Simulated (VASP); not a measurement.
**SnSO: structure and properties in VASP**

Aim: relax SnSO, then compute properties on the relaxed cell. The steps: rough relaxation of the start cell, relaxing cell and atoms (PBEsol), single point with fields (PBEsol), band structure (PBEsol), density of states (PBEsol), optical spectrum (PBEsol), core-level energies (PBEsol) and total and projected DOS (PBEsol), changed input. The cell is invented: it takes the structure of a Materials Project entry for SnSeS (space group 156 there), with some of its atoms replaced by other elements, volume scaled by an estimate. It may not be a known or stable phase.

Method: PBEsol; plane waves and PAW (Sn_d, S, O); invented cell, in VASP 6.6.1.

Report form: the programs' logs are mostly left out.

### 1. Set-up

Before any relaxation, the start is as follows. It takes space group P3m1 (No. 156, trigonal). The conventional cell has a = 3.410 Å, b = 3.410 Å, c = 5.772 Å, α = 90.00°, β = 90.00°, γ = 120.00°. Nearest to Sn lie 3 S at 2.37 Å and 3 O at 2.44 Å. Nearest to S lie 3 Sn at 2.37 Å. Nearest to O lie 3 Sn at 2.44 Å. It derives from SnSeS. it takes the structure of a Materials Project entry for SnSeS (space group 156 there), with some of its atoms replaced by other elements, volume scaled by an estimate. Farther neighbours and most contacts between anions are not listed.

Structure file:

```xyz
3
Lattice="3.4104 0.0000 0.0000 -1.7052 2.9535 0.0000 0.0000 0.0000 5.7720" Properties=species:S:1:pos:R:3 pbc="T T T"
Sn    0.0000    1.9690    0.0441
S     1.7052    0.9845    1.3544
O     0.0000    0.0000    4.3735
```

### 2. Rough relaxation of the start cell

The start is only an estimate, so a cheap relaxation brings it near a minimum before any careful run. PBEsol restores the gradient expansion of exchange and is tuned for the cells of solids.

INCAR

```
SYSTEM = SnSO
PREC = Normal
ENCUT = 520
EDIFF = 1E-05
NELM = 60
ISMEAR = 0
SIGMA = 0.05
LREAL = .FALSE.
ALGO = Fast
GGA = PS
NBANDS = 19
LORBIT = 11
LWAVE = .FALSE.
LCHARG = .FALSE.
IBRION = 2
NSW = 40
ISIF = 3
EDIFFG = -0.04
```

POSCAR

```
SnSO
1.0
    3.4104040000      0.0000000000      0.0000000000
   -1.7052020000      2.9534970000      0.0000000000
    0.0000000000      0.0000000000      5.7720020000
Sn S O
1 1 1
Direct
    0.3333333300      0.6666666700      0.0076460600
    0.6666666700      0.3333333300      0.2346445400
    0.0000000000      0.0000000000      0.7577104000
```

KPOINTS

```
Automatic mesh
0
Gamma
6 6 3
0 0 0
```

The projector-augmented-wave data sets are Sn_d, S and O (PBE family, release 64).

Command:

```
$ mpirun -np 1 vasp_std
```

Run time: 47 s. Hardware: 1 MPI rank of AMD EPYC 7R43, shared host; peak memory 0.11 GiB.

The gap is read on the k-mesh alone, so it is an upper bound where the band edges lie off the mesh. The bonds form layers, held to each other by dispersion, which PBEsol lacks, so the spacing between them is unreliable. This relaxation is a rough one on cheap settings, only to bring the start near its minimum. The PAW data sets were made with PBE, which is usual practice but a small mismatch for other functionals. The run keeps the 6 symmetry operations of its start, so it cannot find a distortion of lower symmetry.

The steps of the relaxation:

```
step  energy less that of the first step (eV)  largest force (eV/Å)  pressure (GPa)  volume (Å³)
   1                                   0.0000                6.3208            1.34        58.14
   2                                  -0.9876                1.8630           -8.93        59.44
   3                                  -1.0650                1.1851           -7.88        59.14
   4                                  -1.1450                0.9289            7.42        51.78
   5                                  -1.2266                0.3139           -0.04        54.64
   6                                  -1.2266                0.3005            0.18        54.56
   7                                  -1.2337                0.0844            0.41        54.64
   8                                  -1.2337                0.1103            0.36        54.65
   9                                  -1.2344                0.0623           -0.24        54.94
  10                                  -1.2344                0.0728           -0.19        54.91
  11                                  -1.2346                0.0183            0.05        54.84
```

```csv
"conventional cell, symmetrised",before,after,change
a (Å),3.410,3.426,+0.4 %
b (Å),3.410,3.426,+0.4 %
c (Å),5.772,5.396,-6.5 %
volume (Å³/atom),19.38,18.28,-5.7 %
```

The atoms that moved most (Å, as changes of fractional coordinates times the final cell):

```
atom     dx     dy      dz  length
 Sn1  0.000  0.000  -0.237   0.237
  O3  0.000  0.000   0.172   0.172
  S2  0.000  0.000   0.064   0.064
```

Final coordinates:

```cif
data_structure
_symmetry_space_group_name_H-M 'P 1'
_symmetry_Int_Tables_number 1
_cell_length_a 3.4256
_cell_length_b 3.4256
_cell_length_c 5.3957
_cell_angle_alpha 90.000
_cell_angle_beta 90.000
_cell_angle_gamma 120.000
_cell_volume 54.84
loop_
_atom_site_label
_atom_site_type_symbol
_atom_site_fract_x
_atom_site_fract_y
_atom_site_fract_z
_atom_site_occupancy
Sn1 Sn 0.33333 0.66667 0.96374 1
S2 S 0.66667 0.33333 0.24658 1
O3 O 0.00000 0.00000 0.78968 1
```

A gap read on the k-mesh alone can miss the band edges.

This step gave:

- electrons: 26
- bands: 19
- irreducible k-points: 17
- symmetry operations: 6
- free energy (TOTEN): -16.28 eV
- Fermi energy: 5.119 eV
- pressure: 0.04872 GPa
- metallic: no
- valence top at k: 0, 0, 0.3333
- conduction bottom at k: 0, 0, 0
- least direct gap at k: 0, 0, 0
- SCF cycles over all ionic steps: 78
- gap on the k-mesh: 0.2683 eV
- least direct gap on the k-mesh: 0.2902 eV

It ends with a largest force of 0.018 eV/Å and a pressure of 0.05 GPa.

### 3. Relaxing cell and atoms (PBEsol)

Properties are meant for the cell that this level of theory prefers, so cell and atoms are relaxed first (ISIF = 3) until forces and stress are small; EDIFFG sets the threshold.

INCAR

```
SYSTEM = SnSO
PREC = Accurate
ENCUT = 520
EDIFF = 1E-06
NELM = 100
ISMEAR = 0
SIGMA = 0.05
LREAL = .FALSE.
ALGO = Normal
GGA = PS
NBANDS = 19
LORBIT = 11
LWAVE = .FALSE.
LCHARG = .FALSE.
IBRION = 2
NSW = 60
ISIF = 3
EDIFFG = -0.01
```

POSCAR

```
SnSO
1.0
    3.4256419680      0.0000000000      0.0000000000
   -1.7128209840      2.9666934724      0.0000000000
    0.0000000000      0.0000000000      5.3957427763
Sn S O
1 1 1
Direct
    0.3333333300      0.6666666700      0.9637410037
    0.6666666700      0.3333333300      0.2465845064
    0.0000000000      0.0000000000      0.7896754899
```

KPOINTS

```
Automatic mesh
0
Gamma
7 7 4
0 0 0
```

Command:

```
$ mpirun -np 1 vasp_std
```

Elapsed: 31 s, on 1 MPI rank; peak memory 0.16 GiB.

Little changed from the start: no atom moved by 0.005 Å and no cell edge by 0.1 %.

This step gave:

| Property | Result |
| --- | --- |
| irreducible k-points | 28 |
| pressure | 0.02663 GPa |
| valence top at k | 0, 0, 0.5 |
| SCF cycles over all ionic steps | 17 |
| gap on the k-mesh | 0.2675 eV |
| least direct gap on the k-mesh | 0.2967 eV |

It ends with a largest force of 0.003 eV/Å and a pressure of 0.03 GPa.

### 4. Single point with fields (PBEsol)

A single point on the relaxed cell gives a clean self-consistent state, with density, ELF and potential written out.

Edit INCAR of step 3 so:

```diff
@@ -13,6 +13,5 @@
 LWAVE = .FALSE.
-LCHARG = .FALSE.
-IBRION = 2
-NSW = 60
-ISIF = 3
-EDIFFG = -0.01
+LCHARG = .TRUE.
+ISIF = 2
+LELF = .TRUE.
+LVHAR = .TRUE.
```

POSCAR

```
SnSO
1.0
    3.4252663716      0.0000000000      0.0000000000
   -1.7126331858      2.9663681962      0.0000000000
    0.0000000000      0.0000000000      5.3969445207
Sn S O
1 1 1
Direct
    0.3333333300      0.6666666700      0.9638322528
    0.6666666700      0.3333333300      0.2464994358
    0.0000000000      0.0000000000      0.7896693114
```

KPOINTS is that of step 3.

Command:

```
$ mpirun -np 1 vasp_std
```

Run time: 26 s. Hardware: 1 MPI rank; peak memory 0.16 GiB.

This step gave:

| Property | Result |
| --- | --- |
| SCF cycles | 13 |
| Fermi energy | 5.118 eV |
| pressure | 0.03001 GPa |

Valence electrons inside each PAW sphere by angular momentum. Sphere charges, by row:

```csv
atom,s (e),p (e),d (e),tot (e)
Sn1,0.977,1.029,10.22,12.22
S2,1.361,2.363,0,3.724
O3,1.574,3.349,0,4.923
```

Electrostatic potential energy in the ac plane at fractional y = 0.000, with atoms of O within 0.2 Å of it. With pseudopotentials it is smooth inside the atoms' cores, unlike the true potential.

Ten even steps from '_' (-46 eV) to '@' (6 eV), each cell a mean:
```
@@@@%%%%%%##++++**##%%%%@@@@
%%%%%%%%%%##**++**##%%%%%%%%
--++##%%%%####**##%%%%%%##==
____++%%%%%%%%##%%%%%%%%==__
____--%%%%%%%%%%%%%%%%##::__
____--%%%%%%%%%%%%%%%%##::__
____==%%@@@@@@@@@@@@@@%%--__
..--##@@@@@@@@@@@@@@@@@@##--
##%%@@@@@@@@@@@@@@@@@@@@@@%%
@@@@@@@@@@@@@@@@@@@@@@@@@@@@
@@@@@@@@@@@@@@@@@@@@@@@@@@@@
@@@@@@@@@@@@@@@@@@@@@@@@@@@@
@@@@@@@@@@@@@@@@@@@@@@@@@@@@
@@@@@@@@@@@@@@@@@@@@@@@@@@@@
@@@@@@@@@@@@@@@@@@@@@@@@@@@@
@@@@@@@@@@@@@@@@@@@@@@@@@@@@
@@@@@@@@@@@@@@@@@@@@@@@@@@@@
@@@@@@@@@@@@%%%%%%@@@@@@@@@@
@@@@@@@@@@%%%%%%%%%%@@@@@@@@
@@@@@@@@@@%%%%%%%%%%@@@@@@@@
@@@@@@@@%%%%%%%%%%%%@@@@@@@@
@@@@@@@@%%%%%%%%%%%%@@@@@@@@
@@@@@@@@%%%%%%%%%%%%%%@@@@@@
@@@@@@@@%%%%%%%%%%%%%%@@@@@@
@@@@@@%%%%%%%%##%%%%%%@@@@@@
@@@@@@%%%%####**##%%%%%%@@@@
@@@@@@%%%%##**++**##%%%%@@@@
```
Columns run along a (3.4 Å; values clipped at the 3rd and 97th percentile), rows up along c (5.4 Å). Atoms in or near the plane, at fractional coordinates: O at (0.00, 0.79).

ELF in the ac plane at fractional y = 0.000, with atoms of O within 0.2 Å of it. It is the smooth field of the valence electrons, not physical close to the nuclei.

Values, 22 rows by 14 columns, each cell a mean:
```
0.62 0.55 0.40 0.24 0.19 0.24 0.30 0.32 0.29 0.22 0.19 0.27 0.43 0.57
0.81 0.77 0.66 0.42 0.23 0.22 0.26 0.28 0.25 0.21 0.26 0.48 0.69 0.79
0.76 0.80 0.79 0.61 0.33 0.21 0.21 0.22 0.20 0.21 0.39 0.67 0.79 0.79
0.50 0.66 0.79 0.72 0.44 0.23 0.16 0.16 0.17 0.25 0.51 0.76 0.77 0.63
0.45 0.63 0.79 0.75 0.50 0.25 0.14 0.12 0.15 0.29 0.57 0.78 0.77 0.59
0.76 0.81 0.83 0.73 0.48 0.23 0.10 0.07 0.12 0.27 0.56 0.77 0.83 0.80
0.88 0.87 0.82 0.67 0.40 0.17 0.06 0.04 0.07 0.20 0.48 0.72 0.84 0.88
0.85 0.82 0.73 0.52 0.26 0.09 0.03 0.02 0.04 0.11 0.32 0.59 0.75 0.83
0.69 0.63 0.48 0.26 0.09 0.03 0.02 0.01 0.02 0.04 0.12 0.31 0.52 0.65
0.28 0.22 0.12 0.05 0.02 0.02 0.03 0.03 0.03 0.02 0.02 0.06 0.14 0.24
0.05 0.04 0.02 0.02 0.04 0.08 0.14 0.17 0.13 0.07 0.03 0.02 0.03 0.04
0.01 0.01 0.02 0.05 0.14 0.28 0.40 0.45 0.38 0.25 0.11 0.04 0.02 0.01
0.01 0.02 0.04 0.13 0.33 0.52 0.64 0.67 0.62 0.49 0.27 0.10 0.04 0.02
0.02 0.03 0.08 0.25 0.50 0.68 0.76 0.78 0.75 0.65 0.44 0.20 0.07 0.03
0.02 0.04 0.11 0.32 0.59 0.73 0.80 0.82 0.79 0.72 0.53 0.26 0.10 0.04
0.03 0.05 0.13 0.36 0.62 0.76 0.82 0.84 0.81 0.74 0.56 0.29 0.11 0.04
0.03 0.05 0.13 0.36 0.61 0.76 0.82 0.84 0.81 0.74 0.56 0.29 0.11 0.04
0.03 0.05 0.12 0.32 0.57 0.72 0.80 0.82 0.79 0.70 0.51 0.26 0.10 0.04
0.03 0.04 0.10 0.26 0.47 0.61 0.68 0.70 0.67 0.59 0.42 0.21 0.09 0.04
0.04 0.05 0.09 0.19 0.34 0.44 0.49 0.51 0.48 0.42 0.30 0.16 0.08 0.04
0.08 0.08 0.09 0.15 0.23 0.31 0.37 0.39 0.36 0.29 0.21 0.13 0.09 0.08
0.25 0.21 0.16 0.15 0.19 0.26 0.33 0.36 0.32 0.25 0.17 0.14 0.16 0.22
```
Columns run along a (3.4 Å), rows up along c (5.4 Å). Atoms in or near the plane, at fractional coordinates: O at (0.00, 0.79).

Valence density in the ac plane at fractional y = 0.000, with atoms of O within 0.2 Å of it. It is the smooth field of the valence electrons, not physical close to the nuclei.

Ten steps, logarithmic in the rise over the least value, from '0' (0.0 e/Å³) to '9' (7.8 e/Å³), each cell a mean:
```
33333334333333
55433333333345
77543333333467
98753222233578
99753222224689
99753211123689
98753111123579
87642100012467
65431000012345
43321000001233
22110000000112
11000000000001
00000000000000
00000000000000
00000111110000
00001122111000
00011222221100
00012233322100
00112334332110
00123344432110
00123344432210
00123344432210
01123344432210
01122344432110
11122344332211
11122334332211
22223344332222
```
Columns run along a (3.4 Å), rows up along c (5.4 Å). Atoms in or near the plane, at fractional coordinates: O at (0.00, 0.79).

In this run the pressure is 0.03 GPa, small enough to go on.

### 5. Band structure (PBEsol)

The mesh alone shows little of the dispersion and can miss band extrema, so KPOINTS_OPT adds a path through the symmetry points after the self-consistent cycle.

INCAR

```
SYSTEM = SnSO
PREC = Accurate
ENCUT = 520
EDIFF = 1E-06
NELM = 100
ISMEAR = 0
SIGMA = 0.05
LREAL = .FALSE.
ALGO = Normal
GGA = PS
NBANDS = 26
LORBIT = 11
LWAVE = .FALSE.
LCHARG = .FALSE.
```

POSCAR is that of step 4.

KPOINTS is that of step 4.

KPOINTS_OPT

```
Line mode
16
Line-mode
Reciprocal
  0.00000000   0.00000000   0.00000000 GAMMA
  0.50000000   0.00000000   0.00000000 M

  0.50000000   0.00000000   0.00000000 M
  0.33333333   0.33333333   0.00000000 K

  0.33333333   0.33333333   0.00000000 K
  0.00000000   0.00000000   0.00000000 GAMMA

  0.00000000   0.00000000   0.00000000 GAMMA
  0.00000000   0.00000000   0.50000000 A

  0.00000000   0.00000000   0.50000000 A
  0.50000000   0.00000000   0.50000000 L

  0.50000000   0.00000000   0.50000000 L
  0.33333333   0.33333333   0.50000000 H

  0.33333333   0.33333333   0.50000000 H
  0.00000000   0.00000000   0.50000000 A

  0.50000000   0.00000000   0.50000000 L
  0.50000000   0.00000000   0.00000000 M

  0.33333333   0.33333333   0.00000000 K
  0.33333333   0.33333333   0.50000000 H
```

Command:

```
$ mpirun -np 1 vasp_std
```

The job ended after 2.1 min (1 MPI rank; peak memory 0.18 GiB).

Spin-orbit coupling is off here; with elements this heavy it splits and shifts levels by tenths of an eV or more.

Numbers from this step:

- bands: 26
- Fermi energy: 5.119 eV
- pressure: 0.01876 GPa
- least gap on mesh and path: 0.2669 eV
- least direct gap on mesh and path: 0.2964 eV

The electronic bands at the labelled points (eV, zero at the valence-band top; v1 is the highest filled band, c1 the lowest empty one):

| point | v4 | v3 | v2 | v1 | c1 | c2 | c3 | c4 |
| --- | --- | --- | --- | --- | --- | --- | --- | --- |
| Γ | -2.85 | -1.20 | -0.03 | -0.03 | 0.27 | 4.65 | 6.84 | 6.84 |
| 0.47 of the way | -3.38 | -2.36 | -1.05 | -0.38 | 1.96 | 4.43 | 7.07 | 7.77 |
| M | -3.97 | -2.96 | -1.38 | -0.69 | 1.96 | 4.78 | 6.30 | 6.72 |
| 0.47 of the way | -4.30 | -3.01 | -1.55 | -1.36 | 2.51 | 5.70 | 6.31 | 7.25 |
| K | -4.12 | -3.74 | -1.94 | -1.43 | 2.88 | 6.17 | 6.60 | 6.77 |
| 0.47 of the way | -4.09 | -2.40 | -1.46 | -0.91 | 2.56 | 4.77 | 7.27 | 7.52 |
| Γ | -2.85 | -1.20 | -0.03 | -0.03 | 0.27 | 4.65 | 6.84 | 6.84 |
| 0.47 of the way | -2.85 | -1.78 | -0.02 | -0.02 | 0.93 | 4.65 | 6.78 | 6.78 |
| A | -2.85 | -2.33 | 0.00 | 0.00 | 1.60 | 4.62 | 6.71 | 6.71 |
| 0.47 of the way | -3.34 | -2.11 | -1.78 | -0.45 | 2.35 | 4.81 | 6.90 | 7.72 |
| L | -3.91 | -2.35 | -1.35 | -0.83 | 1.70 | 4.76 | 7.06 | 7.88 |
| 0.47 of the way | -4.46 | -2.88 | -1.20 | -1.08 | 2.29 | 5.81 | 6.75 | 7.46 |
| H | -4.44 | -4.06 | -1.29 | -0.85 | 2.96 | 5.52 | 7.28 | 7.61 |
| 0.47 of the way | -3.77 | -2.27 | -1.66 | -1.01 | 2.58 | 5.57 | 6.74 | 7.58 |
| A | -2.85 | -2.33 | 0.00 | 0.00 | 1.60 | 4.62 | 6.71 | 6.71 |
| jump to L | -3.91 | -2.35 | -1.35 | -0.83 | 1.70 | 4.76 | 7.06 | 7.88 |
| 0.47 of the way | -3.94 | -2.67 | -1.28 | -0.76 | 1.77 | 4.72 | 6.73 | 7.36 |
| M | -3.97 | -2.96 | -1.38 | -0.69 | 1.96 | 4.78 | 6.30 | 6.72 |
| jump to K | -4.12 | -3.74 | -1.94 | -1.43 | 2.88 | 6.17 | 6.60 | 6.77 |
| 0.47 of the way | -4.28 | -3.89 | -1.64 | -1.16 | 2.92 | 6.08 | 6.72 | 6.95 |
| H | -4.44 | -4.06 | -1.29 | -0.85 | 2.96 | 5.52 | 7.28 | 7.61 |

Of the projections kept (Sn, S, O), the largest for each band there; the rest of the weight can lie on other orbitals:

```csv
point,v4,v3,v2,v1,c1,c2,c3,c4
Γ,O 0.86,O 0.76,S 0.86,S 0.86,Sn 0.48,Sn 0.60,Sn 0.87,Sn 0.87
M,O 0.68,O 0.57,S 0.49,S 0.68,Sn 0.56,Sn 0.67,O 0.55,Sn 0.50
K,O 0.36,O 0.38,O 0.67,S 0.66,Sn 0.47,Sn 0.64,Sn 0.56,O 0.50
Γ,O 0.86,O 0.76,S 0.86,S 0.86,Sn 0.48,Sn 0.60,Sn 0.87,Sn 0.87
A,O 0.86,O 0.83,S 0.86,S 0.86,Sn 0.54,Sn 0.55,Sn 0.89,Sn 0.89
L,O 0.69,O 0.60,S 0.49,S 0.71,Sn 0.51,Sn 0.57,Sn 0.48,Sn 0.86
```

The path finds the gap of the mesh within 0.02 eV, so the mesh comes close to both band edges.

### 6. Density of states (PBEsol)

Here the states are counted by energy and projected on the atoms. The mesh is finer than in the run before.

Edit INCAR of step 5 so:

```diff
@@ -5,3 +5,3 @@
 NELM = 100
-ISMEAR = 0
+ISMEAR = -5
 SIGMA = 0.05
@@ -14 +14,2 @@
 LCHARG = .FALSE.
+NEDOS = 2001
```

POSCAR is that of step 5.

KPOINTS

```
Automatic mesh
0
Gamma
10 10 5
0 0 0
```

Command:

```
$ mpirun -np 1 vasp_std
```

The job ended after 66 s (1 MPI rank; peak memory 0.19 GiB).

This step gave:

```yaml
irreducible_k_points: 58
fermi_energy: 4.996 eV
pressure: 0.009099 GPa
valence_top_at_k: 0, 0, 0.4
gap_on_the_k_mesh: 0.2723 eV
least_direct_gap_on_the_k_mesh: 0.2987 eV
```

The density of states has structure finer than the step of the table below, so its rows give means over 1 eV, whole bins alone (the curve runs from -12.0 to 8.21 eV). Peaks (eV: height): total -11.7: 3.17, -1.3: 4.81, -1.0: 5.17, 6.9: 5.13; O p -3.9: 1.22, -2.9: 1.14, -1.3: 1.39, -1.0: 1.27; S p -2.9: 0.433, -1.3: 1.40, -1.0: 1.82, 2.3: 0.394; Sn p -5.1: 0.451, 5.0: 0.753, 6.9: 1.22, 7.6: 1.11; Sn s -7.5: 1.21, 2.3: 0.727, 5.0: 0.157.

States under -12.0 eV and over 8.2 eV are left out. The density of states by energy, zero at the valence-band top; means over each step; 7 of 8 lines; values in states/eV/cell:

```csv
energy (eV),total,O p,S p,Sn p,Sn s,Sn d,S s
-11,0.0568,3.6e-4,4.1e-4,0.00280,6.5e-4,0.00147,0.0352
-10,0,0,0,0,0,0,0
-9,0,0,0,0,0,0,0
-8,0.342,0.0541,0.0220,6.8e-4,0.154,0.00204,0.0124
-7,1.03,0.174,0.0601,0.00846,0.407,0.00826,0.0715
-6,0.595,0.0921,0.0456,0.00425,0.187,0.00554,0.0620
-5,1.35,0.337,0.182,0.233,0.0161,0.0180,0.0310
-4,2.15,0.844,0.195,0.316,0.00646,0.0406,0.0303
-3,1.74,0.691,0.233,0.181,0.00352,0.0405,0.0133
-2,1.40,0.398,0.361,0.0553,0.00891,0.0404,0.0101
-1,2.99,0.706,1.04,0.0718,0.0105,0.116,0.0109
0,0.398,0.0172,0.208,0.0181,4.8e-4,0.0167,3.9e-4
1,0.0991,0.00991,0.0172,0.0126,0.0173,8.4e-4,7.9e-4
2,1.32,0.246,0.197,0.0712,0.361,0.0221,0.00354
3,0.575,0.140,0.0837,0.0123,0.175,0.00481,3.3e-4
4,0.0624,0.00314,0.00450,0.0162,0.00258,4.6e-4,0.00205
5,1.46,0.0617,0.151,0.373,0.0548,0.0148,0.0470
6,0.619,0.0631,0.0553,0.149,0.00674,0.00748,0.00774
7,3.03,0.358,0.175,0.757,0.0123,0.100,0.0694
```

The gap on this mesh is 0.27 eV. In the top eV of the valence band the largest shares in the PAW spheres are S p 45 % and O p 12 %; in the lowest eV of the conduction band, S p 17 %, Sn s 17 % and Sn p 13 %. The rest lies in smaller channels or between the spheres.

(Continued in part 2 of 2.)

[Lines on the potential files, build, host, timing and source positions are cut from VASP's logs without a mark.]

[Logs are printed without paths, hosts, clocks, repeated set-up lines and the standing remarks that a program may print on its own settings, such as how far it seeks lower states.]

[Hosts, paths, dates, database ids (printed as entryN), source tags and the programs' standing remarks are cut or masked in the printed files.]

[A measured line is paired with the nearest computed mode of its activity, which favours agreement.]
